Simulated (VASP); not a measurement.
OSZICAR of a VASP run on C (graphite):

**OSZICAR**
```
       N       E                     dE             d eps       ncg     rms          rms(c)
DAV:   1     0.500337421761E+02    0.50034E+02   -0.93021E+03  1008   0.143E+03
DAV:   2    -0.356806782829E+02   -0.85714E+02   -0.79590E+02  1404   0.247E+02
DAV:   3    -0.389269779075E+02   -0.32463E+01   -0.32250E+01  1288   0.477E+01
DAV:   4    -0.389594965036E+02   -0.32519E-01   -0.32460E-01  1228   0.543E+00
DAV:   5    -0.389600916174E+02   -0.59511E-03   -0.59502E-03  1252   0.701E-01    0.938E+00
DAV:   6    -0.370560585491E+02    0.19040E+01   -0.18416E+00  1132   0.981E+00    0.550E+00
DAV:   7    -0.364663456076E+02    0.58971E+00   -0.18842E+00  1176   0.101E+01    0.149E+00
DAV:   8    -0.364710133507E+02   -0.46677E-02   -0.45288E-02  1144   0.150E+00    0.742E-02
DAV:   9    -0.364711317227E+02   -0.11837E-03   -0.59804E-04  1256   0.224E-01    0.470E-02
DAV:  10    -0.364712171222E+02   -0.85399E-04   -0.70910E-05  1232   0.773E-02    0.132E-02
DAV:  11    -0.364712210643E+02   -0.39421E-05   -0.61779E-06  1276   0.244E-02    0.172E-03
DAV:  12    -0.364712209771E+02    0.87163E-07   -0.29207E-07   820   0.526E-03
   1 F= -.32850107E+02 E0= -.32850107E+02  d E =-.328501E+02
       N       E                     dE             d eps       ncg     rms          rms(c)
DAV:   1    -0.364801204511E+02   -0.88994E-02   -0.36304E-03  1128   0.663E-01    0.524E-02
DAV:   2    -0.364800963423E+02    0.24109E-04   -0.47196E-05  1264   0.634E-02    0.324E-02
DAV:   3    -0.364800810083E+02    0.15334E-04   -0.17972E-05  1160   0.342E-02    0.551E-03
DAV:   4    -0.364800809723E+02    0.35929E-07   -0.28007E-07   744   0.477E-03
   2 F= -.32849973E+02 E0= -.32849973E+02  d E =0.134650E-03
       N       E                     dE             d eps       ncg     rms          rms(c)
DAV:   1    -0.364739243585E+02    0.61566E-02   -0.17908E-03  1120   0.466E-01    0.372E-02
DAV:   2    -0.364739140536E+02    0.10305E-04   -0.23524E-05  1256   0.446E-02    0.230E-02
DAV:   3    -0.364739098802E+02    0.41733E-05   -0.89111E-06  1136   0.241E-02    0.390E-03
DAV:   4    -0.364739097777E+02    0.10251E-06   -0.14104E-07   624   0.338E-03
   3 F= -.32850135E+02 E0= -.32850135E+02  d E =-.275319E-04
```

Task: Which electronic solver shows in the log?

Result: It is blocked Davidson (ALGO = Normal, or the opening steps of other solvers). The INCAR had ALGO = Normal.

Task: Can the final energy be trusted as converged?

Result: The run converged. It stopped with EDIFF = 1E-6, NELM = 100, NSW = 40 and EDIFFG = -0.02 after 3 ionic steps (PBE GGA, plane waves, VASP's PBE PAW potentials (set 64)). Without a dispersion term in the relaxation, distances and binding between the weakly bound layers, chains or molecules are unreliable, and so is what depends on them.

The compound is C in the graphite structure. This run relaxes it under an external pressure of 20 GPa. Symmetry was kept, so distortions that lower it aren't found.
